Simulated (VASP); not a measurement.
# Sn2HBr3 (P3m1) in VASP: notebook, part 2 of 2

VASP 6.6.1. Earlier steps stand in the parts before.

## (3) Single point, HSE06

Input file POSCAR:

```
Sn2HBr3
1.0
    4.1469970000      0.0000000000      0.0000000000
   -2.0734980000      3.5914050000      0.0000000000
    0.0000000000      0.0000000000     12.7664400000
Sn H Br
2 1 3
Direct
    0.3333330000      0.6666670000      0.4372610000
    0.3333330000      0.6666670000      0.0120900000
    0.6666670000      0.3333330000      0.0554730000
    0.6666670000      0.3333330000      0.5767770000
    0.0000000000      0.0000000000      0.2941130000
    0.0000000000      0.0000000000      0.8742010000
```

Input file INCAR.step1:

```
SYSTEM = Sn2HBr3
  PREC = Accurate
  ENCUT = 520
  EDIFF = 1E-5
  ISMEAR = 0
  SIGMA = 0.02
  LREAL = .False.
  LASPH = .True.
  NELM = 40
  ALGO = Normal
  ISIF = 2
  LWAVE = .True.
  LCHARG = .False.
  KPAR = 8
  GGA = PE
```

Input file INCAR.step2:

```
SYSTEM = Sn2HBr3
  PREC = Accurate
  ENCUT = 520
  EDIFF = 1E-5
  ISMEAR = 0
  SIGMA = 0.02
  LREAL = .False.
  LASPH = .True.
  NELM = 40
  ALGO = Normal
  ISIF = 2
  LWAVE = .False.
  LCHARG = .False.
  GGA = PE
  LHFCALC = .True.
  HFSCREEN = 0.2
  PRECFOCK = Fast
  KPAR = 8
  ISTART = 1
```

Input file KPOINTS:

```
Automatic mesh
0
Gamma
  6 6 2
  0 0 0
```

Potentials or basis: VASP PAW PBE potentials, release 64 (Sn_d, H, Br).

The run is started by

```
> cat potpaw_PBE.64/Sn_d/POTCAR potpaw_PBE.64/H/POTCAR potpaw_PBE.64/Br/POTCAR > POTCAR
> cp INCAR.step1 INCAR
> mpirun -np 8 vasp_std > vasp.out
> cp INCAR.step2 INCAR
> mpirun -np 8 vasp_std > vasp.out
```

OUTCAR:

```text
SYSTEM = Sn2HBr3
   PREC = Accurate
   ENCUT = 520
   EDIFF = 1E-5
   ISMEAR = 0
   LREAL = .False.
   LASPH = .True.
   NELM = 40
   ISIF = 2
   GGA = PE
   LHFCALC = .True.
   HFSCREEN = 0.2
   PRECFOCK = Fast
   ISTART = 1

 ion  position               nearest neighbor table
   1  0.333  0.667  0.437-   4 2.98   4 2.98   4 2.98   5 3.01   5 3.01   5 3.01
   2  0.333  0.667  0.012-   6 2.97   6 2.97   6 2.97
   3  0.667  0.333  0.055-
   4  0.667  0.333  0.577-   1 2.98   1 2.98   1 2.98
   5  0.000  0.000  0.294-   1 3.01   1 3.01   1 3.01
   6  0.000  0.000  0.874-   2 2.97   2 2.97   2 2.97

  LATTYP: Found a hexagonal cell.
 ALAT       =     4.1469970000
 C/A-ratio  =     3.0784782338

  Lattice vectors:

 A1 = (   4.1469970000,   0.0000000000,   0.0000000000)
 A2 = (  -2.0734980000,   3.5914050000,   0.0000000000)
 A3 = (   0.0000000000,   0.0000000000,  12.7664400000)

Analysis of symmetry for initial positions (statically):
=====================================================================
 Subroutine PRICEL returns:
 Original cell was already a primitive cell.

 Routine SETGRP: Setting up the symmetry group for a
 hexagonal supercell.

 Subroutine GETGRP returns: Found  6 space group operations
 (whereof  6 operations were pure point group operations)
 out of a pool of 24 trial point group operations.

The static configuration has the point symmetry C_3v.

Analysis of symmetry for dynamics (positions and initial velocities):
=====================================================================
 Subroutine PRICEL returns:
 Original cell was already a primitive cell.

 Routine SETGRP: Setting up the symmetry group for a
 hexagonal supercell.

[... 126 lines left out ...]
   GGA     = PE    functional components
   LHFCALC =     T    Hartree Fock is set to
   PRECFOCK=fast      Normal, Fast or Accurate (Low or Medium for compatibility)
   ENCUT4O =  -1.0   cutoff for four orbital integrals eV
   NKREDX  =     1    reduce k-point grid by
   NKREDY  =     1    reduce k-point grid by
   NKREDZ  =     1    reduce k-point grid by
   AEXX    =    0.2500 exact exchange contribution
   HFSCREEN=    0.2000 screening length (either q_TF or 0.3 A-1)
   HFSCREENC=   0.2000 screening length for correlation (either q_TF or 0.3 A-1)
   ENCUTFOCK=  -1.0 apply spherical cutoff to Coloumb kernel
   IVDW    =     0    specifies the selected vdW correction
   LEPSILON=     F    determine dielectric tensor
   LRPA    =     F    only Hartree local field effects (RPA)
 non-spin polarized calculation
 Gauss-broadening in eV      SIGMA  =   0.02
  energy-cutoff  :      520.00
  volume of cell :      190.14
 maximum number of plane-waves:      5148
 NGX is ok and might be reduce to    32
  NGX = 18; NGY = 18; NGZ = 56

 number of electron      49.9999996 magnetization

 Free energy of the ion-electron system (eV)
  ---------------------------------------------------
  ext. energy  EPLUGINS =         0.00000000
  ---------------------------------------------------
  free energy    TOTEN  =       -22.18453650 eV

  energy without entropy =      -22.18453650  energy(sigma->0) =      -22.18453650

 E-fermi :   3.0082     XC(G=0):  -6.6001

 val. band max:        2.8464650432   @ k =   0.0000   0.0000   0.5000
 cond. band min:       3.4580822642   @ k =   0.0000   0.0000   0.5000
 fundamental gap:      0.6116172209
 Fermi energy:         3.0081679886

 k-point     1 :       0.0000    0.0000    0.0000
  band No.  band energies     occupation
      1     -22.5761      2.00000
      2     -22.5761      2.00000
      3     -22.5551      2.00000
      4     -22.5531      2.00000
      5     -22.5531      2.00000
      6     -21.5603      2.00000
[... 451 lines left out ...]
     29       5.4566      0.00000
     30       5.8940      0.00000

------------------------ aborting loop because EDIFF is reached ----------------------------------------

  FORCE on cell =-STRESS in cart. coord.  units (eV):
  Direction    XX          YY          ZZ          XY          YZ          ZX
  --------------------------------------------------------------------------------------
  -------------------------------------------------------------------------------------
  Total       -0.7588468     -0.7588469     -0.8942648     -0.0000001      0.0000000      0.0000000
  in kB       -6.3943551     -6.3943560     -7.5354433     -0.0000009      0.0000000      0.0000000
  external PRESSURE =      -6.7747181 kB  Pullay stress =       0.0000000 kB

 VOLUME and BASIS-vectors are now :
 -----------------------------------------------------------------------------
  energy-cutoff  :      520.00
  volume of cell :      190.14
      direct lattice vectors                 reciprocal lattice vectors
     4.146997000  0.000000000  0.000000000     0.241138347  0.139221246  0.000000000
    -2.073498000  3.591405000  0.000000000     0.000000000  0.278442559  0.000000000
     0.000000000  0.000000000 12.766440000     0.000000000  0.000000000  0.078330372

 POSITION                                       TOTAL-FORCE (eV/Angst)
 -----------------------------------------------------------------------------------
     -0.00000      2.39427      5.58227        -0.000000      0.000000      0.029991
     -0.00000      2.39427      0.15435        -0.000000      0.000000     -0.110367
      2.07350      1.19713      0.70819         0.000000      0.000000     -0.030826
      2.07350      1.19713      7.36339         0.000000     -0.000000     -0.160317
      0.00000      0.00000      3.75478         0.000000      0.000000      0.124457
      0.00000      0.00000     11.16043         0.000000      0.000000      0.147063
 -----------------------------------------------------------------------------------
    total drift:                                0.001008     -0.000527     -0.001109

  FREE ENERGIE OF THE ION-ELECTRON SYSTEM (eV)
  ---------------------------------------------------
  free  energy   TOTEN  =       -22.1845365035 eV

  energy  without entropy=      -22.1845365035  energy(sigma->0) =      -22.18453650
```

OSZICAR.step1:

```text
N       E                     dE             d eps       ncg     rms          rms(c)
DAV:   1     0.483202671570E+03    0.48320E+03   -0.23055E+04   846   0.181E+03
DAV:   2     0.532123187477E+02   -0.42999E+03   -0.41971E+03   920   0.448E+02
DAV:   3    -0.157755145830E+02   -0.68988E+02   -0.67903E+02  1072   0.168E+02
DAV:   4    -0.191881406445E+02   -0.34126E+01   -0.33910E+01   972   0.407E+01
DAV:   5    -0.192782109055E+02   -0.90070E-01   -0.89967E-01  1070   0.732E+00    0.620E+00
DAV:   6    -0.185205343015E+02    0.75768E+00   -0.12134E+00  1114   0.623E+00    0.352E+00
DAV:   7    -0.184603654423E+02    0.60169E-01   -0.82377E-01  1078   0.360E+00    0.126E+00
DAV:   8    -0.184600139845E+02    0.35146E-03   -0.85446E-02   974   0.206E+00    0.371E-01
DAV:   9    -0.184600928751E+02   -0.78891E-04   -0.90648E-03  1006   0.548E-01    0.171E-01
DAV:  10    -0.184598954110E+02    0.19746E-03   -0.22806E-03  1138   0.229E-01    0.931E-02
DAV:  11    -0.184595871105E+02    0.30830E-03   -0.64523E-04  1060   0.155E-01    0.228E-02
DAV:  12    -0.184595227927E+02    0.64318E-04   -0.29455E-04   870   0.704E-02    0.169E-02
DAV:  13    -0.184595098937E+02    0.12899E-04   -0.92247E-05   882   0.410E-02    0.100E-02
DAV:  14    -0.184595088307E+02    0.10631E-05   -0.23008E-05   734   0.223E-02
   1 F= -.18459509E+02 E0= -.18459509E+02  d E =-.309137E-14
```

Run time: 18 min. Hardware: 8 MPI ranks of Intel Xeon Platinum 8259CL at 2.50GHz (Skylake/Cascade Lake), shared host; peak memory 0.5 GiB.

Results:

- Free energy: -22.1845 eV
- Pressure: -0.7 GPa
- Largest force: 0.160 eV/Å
- Band gap on the k mesh: 0.61 eV, direct

Forces on the atoms (eV/Å):
```
Sn   0.000  0.000  0.030
Sn   0.000  0.000 -0.110
H    0.000  0.000 -0.031
Br   0.000  0.000 -0.160
Br   0.000  0.000  0.124
Br   0.000  0.000  0.147
```

Stress tensor (GPa, compression positive):
```
-0.64  0.00  0.00
 0.00 -0.64  0.00
 0.00  0.00 -0.75
```

Levels at points of the mesh, in eV from the valence-band top:
| k point | band 21 | band 22 | band 23 | band 24 | band 25 | band 26 | band 27 | band 28 | band 29 | band 30 |
| --- | --- | --- | --- | --- | --- | --- | --- | --- | --- | --- |
| (0.00, 0.00, 0.00) | -3.95 | -3.61 | -3.61 | -2.75 | -0.09 | 0.66 | 2.15 | 2.15 | 2.17 | 3.12 |
| (0.50, 0.00, 0.00) | -4.49 | -4.19 | -4.06 | -3.24 | -2.77 | 1.01 | 2.13 | 2.34 | 2.50 | 2.61 |
| (0.00, 0.00, 0.50) | -3.66 | -3.61 | -3.61 | -2.98 | 0.00 | 0.61 | 2.15 | 2.15 | 2.16 | 3.12 |
| (0.50, 0.00, 0.50) | -4.50 | -4.18 | -4.00 | -3.33 | -2.70 | 0.93 | 2.13 | 2.30 | 2.58 | 2.66 |

Caveat: the PAW data sets were made with another functional, which shifts forces and pressure a little; spin-orbit coupling is left out, which moves the levels of the heavy elements; this functional lacks dispersion, which binds the layers, so the pressure and a relaxed spacing across them are unreliable.
